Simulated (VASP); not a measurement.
Computed with rev-vdW-DF2, VASP's PBE PAW potentials (set 64) (plane waves; VASP).

Input for VASP

POSCAR:
```
InSb
1.0
  0.0000000000   3.2950481274   3.2950481274
  3.2950481274   0.0000000000   3.2950481274
  3.2950481274   3.2950481274   0.0000000000
In Sb
1 1
Cart
  0.0000000000   0.0000000000   0.0000000000
  1.6475240637   1.6475240637   1.6475240637
```

### KPOINTS
```
K-points
0
gamma
9 9 9
0 0 0
```

**INCAR**
```
PARAM2=0.7114
ZAB_VDW=-1.8867
EDIFFG=-0.01   ! ionic stop
EDIFF=1E-6   ! SCF stop (eV)
SYSTEM=InSb
PARAM1=0.1234568
PREC=Accurate
AGGAC=0.0
LASPH=T
ISIF=3   ! ions, shape and volume
ALGO=Normal   ! blocked Davidson
GGA=MK
NSW=60
ENCUT=520   ! plane-wave cut-off (eV)
IBRION=2
LMAXMIX=4   ! l cut-off of mixed one-centre charges
LUSE_VDW=T
ISMEAR=1   ! Methfessel-Paxton
LCHARG=F
SIGMA=0.1
NELM=100
LWAVE=F
LREAL=F   ! projection in real space or not
```

POTCAR, in this order: In_d Sb (PBE.64 set). Program: vasp_std.

Output

**OUTCAR**
```
 ion  position               nearest neighbor table
   1  0.000  0.000  0.000-   2 2.85   2 2.85   2 2.85   2 2.85
   2  0.250  0.250  0.250-   1 2.85   1 2.85   1 2.85   1 2.85
  LATTYP: Found a face centered cubic cell.
 ALAT       =     6.5900962548
 Subroutine PRICEL returns:
 Original cell was already a primitive cell.
 Subroutine GETGRP returns: Found 24 space group operations
The static configuration has the point symmetry T_d .
The dynamic configuration has the point symmetry T_d .
 Subroutine INISYM returns: Found 24 space group operations
 Subroutine IBZKPT returns following result:
 Found     35 irreducible k-points:

 Following reciprocal coordinates:
            Coordinates               Weight
  0.000000  0.000000  0.000000      1.000000
  0.111111  0.000000  0.000000      8.000000
  0.222222  0.000000  0.000000      8.000000
  0.333333  0.000000  0.000000      8.000000
  0.444444  0.000000  0.000000      8.000000
  0.111111  0.111111  0.000000      6.000000
  0.222222  0.111111  0.000000     24.000000
  0.333333  0.111111  0.000000     24.000000
  0.444444  0.111111  0.000000     24.000000
 -0.444444  0.111111  0.000000     24.000000
 -0.333333  0.111111  0.000000     24.000000
 -0.222222  0.111111  0.000000     24.000000
 -0.111111  0.111111  0.000000     12.000000
  0.222222  0.222222  0.000000      6.000000
  0.333333  0.222222  0.000000     24.000000
  0.444444  0.222222  0.000000     24.000000
 -0.444444  0.222222  0.000000     24.000000
 -0.333333  0.222222  0.000000     24.000000
 -0.222222  0.222222  0.000000     12.000000
  0.333333  0.333333  0.000000      6.000000
  0.444444  0.333333  0.000000     24.000000
 -0.444444  0.333333  0.000000     24.000000
 -0.333333  0.333333  0.000000     12.000000
  0.444444  0.444444  0.000000      6.000000
...
```

OSZICAR:
```
       N       E                     dE             d eps       ncg     rms          rms(c)
DAV:   1     0.116836237606E+03    0.11684E+03   -0.80071E+03   910   0.135E+03
DAV:   2     0.520609970736E+01   -0.11163E+03   -0.10922E+03   940   0.304E+02
DAV:   3    -0.228467688528E+01   -0.74908E+01   -0.74465E+01  1185   0.872E+01
DAV:   4    -0.248405140677E+01   -0.19937E+00   -0.19930E+00  1057   0.170E+01
DAV:   5    -0.249444510824E+01   -0.10394E-01   -0.10393E-01  1326   0.321E+00    0.346E+00
DAV:   6    -0.239205186356E+01    0.10239E+00   -0.19149E-01  1224   0.723E+00    0.198E+00
DAV:   7    -0.237603819128E+01    0.16014E-01   -0.69215E-02  1146   0.272E+00    0.591E-01
DAV:   8    -0.237558017168E+01    0.45802E-03   -0.68029E-03  1246   0.108E+00    0.247E-01
DAV:   9    -0.237579729135E+01   -0.21712E-03   -0.54106E-04   971   0.271E-01    0.772E-02
DAV:  10    -0.237581685687E+01   -0.19566E-04   -0.26501E-05  1228   0.417E-02    0.314E-02
DAV:  11    -0.237582610929E+01   -0.92524E-05   -0.14608E-05   940   0.443E-02    0.151E-02
DAV:  12    -0.237582652407E+01   -0.41478E-06   -0.35001E-07   755   0.542E-03
   1 F= -.23758265E+01 E0= -.23758931E+01  d E =-.237583E+01
       N       E                     dE             d eps       ncg     rms          rms(c)
DAV:   1    -0.237640205373E+01   -0.57594E-03   -0.14310E-02  1140   0.237E+00    0.142E-01
DAV:   2    -0.237591913461E+01    0.48292E-03   -0.10767E-03  1105   0.734E-01    0.521E-02
DAV:   3    -0.237584196240E+01    0.77172E-04   -0.24718E-04  1210   0.313E-01    0.238E-02
DAV:   4    -0.237584116671E+01    0.79568E-06   -0.80923E-06   925   0.284E-02
   2 F= -.23758412E+01 E0= -.23759059E+01  d E =-.146426E-04
```

**OUTCAR**
```
------------------------ aborting loop because EDIFF is reached ----------------------------------------
  FORCE on cell =-STRESS in cart. coord.  units (eV):
  Direction    XX          YY          ZZ          XY          YZ          ZX
  --------------------------------------------------------------------------------------
  Total        0.0083683      0.0083683      0.0083683      0.0000000      0.0000000      0.0000000
  in kB        0.1877300      0.1877300      0.1877300      0.0000000      0.0000000      0.0000000
  external PRESSURE =       0.1877300 kB  Pullay stress =       0.0000000 kB
  volume of cell :       71.42
      direct lattice vectors                 reciprocal lattice vectors
     0.000000000  3.293025027  3.293025027    -0.151836077  0.151836077  0.151836077
     3.293025027 -0.000000000  3.293025027     0.151836077 -0.151836077  0.151836077
     3.293025027  3.293025027 -0.000000000     0.151836077  0.151836077 -0.151836077
  FREE ENERGIE OF THE ION-ELECTRON SYSTEM (eV)
  ---------------------------------------------------
  free  energy   TOTEN  =        -2.3758411667 eV

  energy  without entropy=       -2.3760354881  energy(sigma->0) =       -2.37590594

 reached required accuracy - stopping structural energy minimisation
```
(Selected blocks of OUTCAR.)

**CONTCAR**
```
InSb
   1.00000000000000
     0.0000000000000000    3.2930250266460575    3.2930250266460575
     3.2930250266460575   -0.0000000000000000    3.2930250266460575
     3.2930250266460575    3.2930250266460575   -0.0000000000000000
  In              Sb
     1     1
Direct
     0.0000000000000000    0.0000000000000000    1.0000000000000000
     0.2500000000000000    0.2500000000000000    0.2500000000000000
```

The compound is InSb in the zinc blende structure. This run relaxes it. Symmetry was kept, so distortions that lower it aren't found. The start is the result of an earlier pass.
